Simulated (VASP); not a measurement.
Set up this calculation in VASP 6.6.1, as the native input.

```
Task                   : single point
Functional             : LDA
Potentials or basis    : VASP PAW LDA potentials, release 64 (Nb_sv)
Cutoff                 : 520 eV
k mesh                 : 22 × 22 × 22
Occupations            : gaussian, width 0.15 eV
Spin                   : no spin polarisation
Dipole correction      : no
Further INCAR settings : ALGO = Fast; EDIFF = 1e-06; NBANDS = 12
```

The structure of Nb lies in POSCAR:

```
Nb
1.0
   -1.5246113712      1.5246113712      1.9819947826
    1.5246113712     -1.5246113712      1.9819947826
    1.5246113712      1.5246113712     -1.9819947826
Nb
1
Direct
    0.0000000000      0.0000000000      0.0000000000
```

This isn't the form of Nb at room conditions, which is bcc.

One way to write it, as run:

INCAR

```
PREC = Accurate ; ENCUT = 520
EDIFF = 1E-6 ; ISMEAR = 0
SIGMA = 0.15 ; LREAL = False
LASPH = True ; NELM = 100
ALGO = Fast ; ISIF = 2
LWAVE = False ; LCHARG = False
NBANDS = 12
```

KPOINTS

```
regular mesh
0
Gamma
  22 22 22
```

Potentials or basis: VASP PAW LDA potentials, release 64 (Nb_sv).

The run is started by

```bash
$ cat potpaw_LDA.64/Nb_sv/POTCAR > POTCAR
$ mpirun -np 1 vasp_std > vasp.out
```

It gave:

* Pressure: -8.1 GPa
* Band gap on the k mesh: none (metal or under the smearing width)

Run time: 2.8 min on 1 thread of Intel(R) Xeon(R) Platinum 8488C (Sapphire Rapids), with other jobs on the host, peak memory 0.28 GiB.
